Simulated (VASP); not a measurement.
Output of a VASP run:

**OSZICAR**
```
       N       E                     dE             d eps       ncg     rms          rms(c)
DAV:   1     0.892518415054E+02    0.89252E+02   -0.71698E+03   416   0.963E+02
DAV:   2    -0.247108960713E+01   -0.91723E+02   -0.88361E+02   476   0.257E+02
DAV:   3    -0.621074544917E+01   -0.37397E+01   -0.37308E+01   511   0.546E+01
DAV:   4    -0.624998098508E+01   -0.39236E-01   -0.39231E-01   579   0.479E+00
DAV:   5    -0.625008455514E+01   -0.10357E-03   -0.10357E-03   486   0.236E-01    0.541E+00
DAV:   6    -0.602858007266E+01    0.22150E+00   -0.45712E-01   471   0.898E+00    0.443E+00
DAV:   7    -0.600670744521E+01    0.21873E-01   -0.97275E-02   471   0.233E+00    0.169E+00
DAV:   8    -0.600448312219E+01    0.22243E-02   -0.93328E-03   441   0.136E+00    0.456E-01
DAV:   9    -0.600416705778E+01    0.31606E-03   -0.79127E-04   481   0.324E-01    0.112E-01
DAV:  10    -0.600415776649E+01    0.92913E-05   -0.94886E-05   467   0.971E-02    0.516E-02
DAV:  11    -0.600416216758E+01   -0.44011E-05   -0.17576E-05   456   0.364E-02    0.272E-02
DAV:  12    -0.600416144975E+01    0.71783E-06   -0.16851E-06   383   0.101E-02
   1 F= -.60041614E+01 E0= -.60041614E+01  d E =-.600416E+01
       N       E                     dE             d eps       ncg     rms          rms(c)
DAV:   1    -0.765470633266E+01   -0.16505E+01   -0.30882E+01   461   0.717E+01    0.819E+00
DAV:   2    -0.616476703017E+01    0.14899E+01   -0.50156E+00   466   0.380E+01    0.224E+00
DAV:   3    -0.606376346826E+01    0.10100E+00   -0.31688E-01   436   0.473E+00    0.160E+00
DAV:   4    -0.604658712503E+01    0.17176E-01   -0.29920E-02   454   0.120E+00    0.484E-01
DAV:   5    -0.604551860634E+01    0.10685E-02   -0.20587E-03   473   0.581E-01    0.332E-01
DAV:   6    -0.604541346824E+01    0.10514E-03   -0.10273E-03   436   0.331E-01    0.751E-02
DAV:   7    -0.604539006927E+01    0.23399E-04   -0.54993E-05   436   0.789E-02    0.341E-02
DAV:   8    -0.604539105965E+01   -0.99037E-06   -0.86990E-06   496   0.385E-02
   2 F= -.60453911E+01 E0= -.60453911E+01  d E =-.412296E-01
       N       E                     dE             d eps       ncg     rms          rms(c)
DAV:   1    -0.613982266813E+01   -0.94433E-01   -0.18423E+00   461   0.186E+01    0.238E+00
DAV:   2    -0.606019792837E+01    0.79625E-01   -0.21588E-01   456   0.770E+00    0.805E-01
DAV:   3    -0.605217786018E+01    0.80201E-02   -0.19612E-02   451   0.158E+00    0.684E-01
DAV:   4    -0.605075670487E+01    0.14212E-02   -0.21756E-03   441   0.375E-01    0.129E-01
DAV:   5    -0.605066292006E+01    0.93785E-04   -0.24816E-04   441   0.219E-01    0.839E-02
DAV:   6    -0.605065854781E+01    0.43723E-05   -0.51826E-05   429   0.701E-02    0.228E-02
DAV:   7    -0.605065675888E+01    0.17889E-05   -0.96105E-06   461   0.448E-02    0.522E-03
DAV:   8    -0.605065694707E+01   -0.18819E-06   -0.77998E-07   208   0.105E-02
   3 F= -.60506569E+01 E0= -.60506569E+01  d E =-.464955E-01
```

### OUTCAR
```
------------------------ aborting loop because EDIFF is reached ----------------------------------------
  FORCE on cell =-STRESS in cart. coord.  units (eV):
  Direction    XX          YY          ZZ          XY          YZ          ZX
  --------------------------------------------------------------------------------------
  Total        0.0028982      0.0028982      0.0028982     -0.0000000     -0.0000000      0.0000000
  in kB        0.0704713      0.0704713      0.0704713     -0.0000000     -0.0000000      0.0000000
  external PRESSURE =       0.0704713 kB  Pullay stress =       0.0000000 kB
  volume of cell :       65.89
      direct lattice vectors                 reciprocal lattice vectors
     0.000000000  3.205764723  3.205764723    -0.155969026  0.155969026  0.155969026
     3.205764723  0.000000000  3.205764723     0.155969026 -0.155969026  0.155969026
     3.205764723  3.205764723  0.000000000     0.155969026  0.155969026 -0.155969026
  FREE ENERGIE OF THE ION-ELECTRON SYSTEM (eV)
  ---------------------------------------------------
  free  energy   TOTEN  =        -6.0506569471 eV

  energy  without entropy=       -6.0506569471  energy(sigma->0) =       -6.05065695

 reached required accuracy - stopping structural energy minimisation
```
(Selected blocks of OUTCAR.)

### POSCAR
```
CdTe
1
    0.0000000000     3.2821150000     3.2821150000
    3.2821150000     0.0000000000     3.2821150000
    3.2821150000     3.2821150000     0.0000000000
Cd Te
1 1
Direct
  0.0000000000   0.0000000000   0.0000000000
  0.2500000000   0.2500000000   0.2500000000
```

### Question
Write an INCAR and KPOINTS that could have produced this output.

### Answer
Several could match; the one computed here: the input of the run itself, LDA (Ceperley-Alder, Perdew-Zunger), plane waves, VASP's LDA PAW potentials (set 64).

**INCAR**
```
ALGO = Normal
EDIFF = 1E-6
EDIFFG = -0.01
ENCUT = 400
IBRION = 2
ISIF = 3
ISMEAR = 0
LASPH = T
LCHARG = F
LMAXMIX = 4
LREAL = F
LWAVE = F
NELM = 100
NSW = 60
PREC = Accurate
SIGMA = 0.05
SYSTEM = CdTe
```

File KPOINTS:
```
Automatic mesh
0
Gamma
6 6 6
0 0 0
```

POTCAR, in this order: Cd Te (LDA.64 set). Program: vasp_std.

Energy and stress use the plane-wave basis of the starting cell.

The structure comes from a computed database's CdTe entry (F-43m); how it stands against other phases isn't given here. This run relaxes it. Symmetry was kept, so distortions that lower it aren't found.
